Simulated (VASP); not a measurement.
Here is the system:

```cif
data_Mo
_chemical_formula_sum 'Mo1'
_space_group_name_H-M_alt 'P 1'
_space_group_IT_number 1
_cell_length_a 2.71861
_cell_length_b 2.71861
_cell_length_c 2.71861
_cell_angle_alpha 109.471
_cell_angle_beta 109.471
_cell_angle_gamma 109.471
loop_
_space_group_symop_operation_xyz
  'x, y, z'
loop_
_atom_site_label
_atom_site_type_symbol
_atom_site_fract_x
_atom_site_fract_y
_atom_site_fract_z
_atom_site_occupancy
Mo1 Mo 0.00000 0.00000 0.00000 1
```

Computed with PBE GGA with D4 dispersion, VASP's PBE PAW potentials (set 64) (plane waves; VASP). Numerical set-up: 520 eV cut-off, 16×16×16 Γ-centred mesh, first-order Methfessel-Paxton smearing of 0.10 eV, potentials Mo_sv.

Q: Give the energy at these volumes per atom, relative to the lowest: 14.56, 15.03, 15.49, 15.96, 16.42 Å³.

A: 50.4, 11.2, 0.0, 12.6, 45.6 meV/atom. A third-order Birch-Murnaghan fit gives B0 = 275 GPa and B0′ = 4.2.

Measured: bulk modulus 265 GPa at 0 K (computed value off by +3.9 %), as given by Vázquez-Parga, Fernández-Martínez, Viñes, J. Chem. Theory Comput. (2023), doi:10.1021/acs.jctc.3c00612, Supporting … [zero-point energy and finite temperature contributions removed]; a 3.141 Å at 0 K (computed value off by -0.1 %), as given by Daniel Mejia-Rodriguez et al., Physical Review B (2018), arXiv:1807.09216 [static lattice: zero-point anharmonic expansion removed].

The compound is Mo in the bcc structure. It was relaxed first.
